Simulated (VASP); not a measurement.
Input:

```xyz
4
Lattice="1.6096 -2.7879 0.0000 1.6096 2.7879 0.0000 0.0000 0.0000 5.2415" Properties=species:S:1:pos:R:3 pbc="T T T"
Ga     1.6096    -0.9293     2.6210
Ga     1.6096     0.9293     0.0003
N      1.6096    -0.9293     4.5965
N      1.6096     0.9293     1.9758
```

All values below come from PBE GGA, VASP's PBE PAW potentials (set 64) (plane waves; VASP 6.6.1). Run with 520 eV cut-off, Gaussian smearing of 0.050 eV, potentials Ga_d N.

Question: Give the energies of bands 13 to 21 at the high-symmetry points, in eV from the valence-band maximum.

Answer: 
```tsv
band	Γ	M	K	A	L	H
13	-6.86	-6.31	-5.25	-3.79	-6.44	-6.03
14	-1.00	-5.19	-5.25	-3.79	-6.44	-6.03
15	-1.00	-4.06	-5.08	-0.51	-1.87	-4.04
16	-0.03	-2.64	-2.87	-0.51	-1.87	-4.04
17	0.00	-2.11	-2.87	-0.51	-1.82	-1.41
18	0.00	-0.96	-2.62	-0.51	-1.82	-1.41
19	1.72	4.98	5.19	4.06	4.31	6.23
20	4.06	5.38	7.53	4.06	4.31	6.23
21	9.03	5.99	7.53	8.31	7.58	7.26
```

The gap is direct, 1.72 eV, from the valence maximum at Γ to the conduction minimum at Γ.

Measured: gap 3.68 eV (computed value off by -1.96 eV), as given by Wei Chen et al., Physical Review Materials (2018), doi:10.1103/physrevmaterials.2.073803 [zero-point renormalisation of 0.17 eV added back (the table's ZPR column)].

The compound is GaN in the wurtzite structure. It was relaxed first.
